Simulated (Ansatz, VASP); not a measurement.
## One calculation of NiMoIrPdW, two programs

Contents of INCAR:

```
PREC = Accurate ; ENCUT = 520
EDIFF = 1E-7 ; ISMEAR = -1
SIGMA = 0.05 ; LREAL = False
LASPH = True ; NELM = 120
ALGO = Normal ; ISIF = 2
LWAVE = False ; LCHARG = False
ISPIN = 2 ; MAGMOM = 1 1 0 0.6 0
LORBIT = 11 ; LMAXMIX = 4
GGA = PE ; NBANDS = 40
KPAR = 4
```

The input KPOINTS:

```
regular mesh
0
Gamma
  8 8 5
```

File POSCAR:

```
NiMoIrPdW
1.0
    4.0614073682      0.0000000000      0.0000000000
   -2.0307086165      3.5172820659      0.0000000000
    0.0000000000      0.0000000000      5.3721990858
Ni Mo Pd Ir W
1 1 1 1 1
Direct
    0.0000000000      0.0000000000      0.9577500000
    0.6666700000      0.3333300000      0.9616100000
    0.6666700000      0.3333300000      0.4629500000
    0.3333300000      0.6666700000      0.7257200000
    0.3333300000      0.6666700000      0.2364200000
```

Contents of input.yaml:

```yaml
crystal:
  lattice:
    - [4.0614073682, 0.0, 0.0]
    - [-2.0307086165, 3.5172820659, 0.0]
    - [0.0, 0.0, 5.3721990858]
  atoms:
    - { symbol: Ni, position: [0.0, 0.0, 0.95775], spin: 1.0 }
    - { symbol: Mo, position: [0.66667, 0.33333, 0.96161], spin: 1.0 }
    - { symbol: Pd, position: [0.66667, 0.33333, 0.46295] }
    - { symbol: Ir, position: [0.33333, 0.66667, 0.72572], spin: 0.6 }
    - { symbol: W, position: [0.33333, 0.66667, 0.23642] }
hamiltonian:
  xc: pbe
  pseudopotentials: { kind: paw }
magnetization:
  spin_polarized: true
kpoints:
  mp_grid: { grid: [8, 8, 5] }
scf:
  occupations: { method: fermi_dirac, width: 0.05 }
output:
  forces: true
  stress: true
  eigenvalues: true
  write_density: true
  write_potential: true
  elf: true
  volumetric_format: npy
```

Change from the starting cell: volume scaled by 0.96.

Alike in both runs: task single point; functional PBE; k mesh 8 × 8 × 5; occupations fermi-dirac, width 0.05 eV; collinear spin, ferromagnetic start.

```csv
,VASP,Ansatz
version,VASP 6.6.1,Ansatz 0.2.0
potentials or method,"VASP PAW PBE potentials, release 64 (Ni, Mo_sv, Pd, Ir, W_sv)",Ansatz PAW
plane-wave cutoff (eV),520,420
valence electrons in the cell,57,81
```

VASP gave:

| Property | Result |
| --- | --- |
| gap on the k mesh at the Fermi level (eV) | none |
| pressure (GPa) | 10.3 |
| largest component of the traceless stress (GPa) | 0.49 |
| rms of the force components (eV/Å) | 0.050 |
| net moment per atom (μB) | 0.00 |

What did Ansatz give for the same quantities?

gap on the k mesh at the Fermi level (eV): none; pressure (GPa): 10.1; largest component of the traceless stress (GPa): 0.45; rms of the force components (eV/Å): 0.053; net moment per atom (μB): 0.00.

Atom by atom the forces differ by 0.005 eV/Å (rms over components). A gap of «none» marks a metal or a gap that the smearing closes. The two sets of potentials don't hold the same shells in valence.

Caveats: the starting moments weren't kept (Ansatz). Spin-orbit coupling is left out, which matters for the levels of Ir, W.
